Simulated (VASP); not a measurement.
Output of a VASP run:

File OSZICAR:
```
       N       E                     dE             d eps       ncg     rms          rms(c)
DAV:   1     0.396990997345E+02    0.39699E+02   -0.29734E+03   464   0.673E+02
DAV:   2     0.961479922636E+00   -0.38738E+02   -0.38507E+02   512   0.133E+02
DAV:   3    -0.973377555294E+00   -0.19349E+01   -0.19129E+01   608   0.330E+01
DAV:   4    -0.101783796149E+01   -0.44460E-01   -0.44451E-01   776   0.457E+00
DAV:   5    -0.101804442192E+01   -0.20646E-03   -0.20646E-03   688   0.260E-01    0.115E+00
DAV:   6    -0.101751070631E+01    0.53372E-03   -0.22936E-03   760   0.318E-01    0.696E-01
DAV:   7    -0.101768847783E+01   -0.17777E-03   -0.40824E-03   632   0.430E-01    0.531E-02
DAV:   8    -0.101776293447E+01   -0.74457E-04   -0.14756E-04   640   0.127E-01    0.146E-02
DAV:   9    -0.101776882557E+01   -0.58911E-05   -0.58081E-06   768   0.215E-02    0.479E-03
DAV:  10    -0.101776853821E+01    0.28736E-06   -0.23506E-06   544   0.102E-02
   1 F= -.10177685E+01 E0= -.10172661E+01  d E =-.101777E+01
```

### OUTCAR
```
------------------------ aborting loop because EDIFF is reached ----------------------------------------
  FORCE on cell =-STRESS in cart. coord.  units (eV):
  Direction    XX          YY          ZZ          XY          YZ          ZX
  --------------------------------------------------------------------------------------
  Total        0.0002655      0.0002655      0.0002655     -0.0000000     -0.0000000     -0.0000000
  in kB        0.0049109      0.0049109      0.0049109     -0.0000000     -0.0000000     -0.0000000
  external PRESSURE =       0.0049109 kB  Pullay stress =       0.0000000 kB
  volume of cell :       86.63
      direct lattice vectors                 reciprocal lattice vectors
    -2.787438433  2.787438433  2.787438433     0.000000000  0.179376159  0.179376159
     2.787438433 -2.787438433  2.787438433     0.179376159  0.000000000  0.179376159
     2.787438433  2.787438433 -2.787438433     0.179376159  0.179376159  0.000000000
 POSITION                                       TOTAL-FORCE (eV/Angst)
 -----------------------------------------------------------------------------------
      0.00000      0.00000      0.00000         0.000000      0.000000     -0.000000
 -----------------------------------------------------------------------------------
    total drift:                                0.000000      0.000000     -0.000000
  FREE ENERGIE OF THE ION-ELECTRON SYSTEM (eV)
  ---------------------------------------------------
  free  energy   TOTEN  =        -1.0177685382 eV

  energy  without entropy=       -1.0162610846  energy(sigma->0) =       -1.01726605

 reached required accuracy - stopping structural energy minimisation
```
(Selected blocks of OUTCAR.)

**POSCAR**
```
Rb
1
   -2.7874384333     2.7874384333     2.7874384333
    2.7874384333    -2.7874384333     2.7874384333
    2.7874384333     2.7874384333    -2.7874384333
Rb
1
Direct
  0.0000000000   0.0000000000   0.0000000000
```

Q: Reconstruct the remaining input files.

A: Several could match; the one computed here: the input of the run itself, PBEsol GGA, plane waves, VASP's PBE PAW potentials (set 64).

**INCAR**
```
SYSTEM=Rb
LWAVE=.False.
PREC=Accurate
GGA=PS   # PBEsol
NSW=60   # most ionic steps
SIGMA=0.1
ISMEAR=1
EDIFF=1E-6
ENCUT=400   # plane-wave cut-off (eV)
ALGO=Normal   # blocked Davidson
NELM=100   # most electronic steps
IBRION=2   # conjugate gradients
ISIF=3
LREAL=.False.   # projection in real space or not
EDIFFG=-0.01   # ionic stop
LCHARG=.False.
LMAXMIX=4   # l cut-off of mixed one-centre charges
LASPH=.True.   # aspherical one-centre terms
```

KPOINTS:
```
Automatic mesh
0
G
8 8 8
```

POTCAR, in this order: Rb_sv (PBE.64 set). Program: vasp_std.

The compound is Rb in the bcc structure. It was relaxed first. The start is the result of an earlier pass.
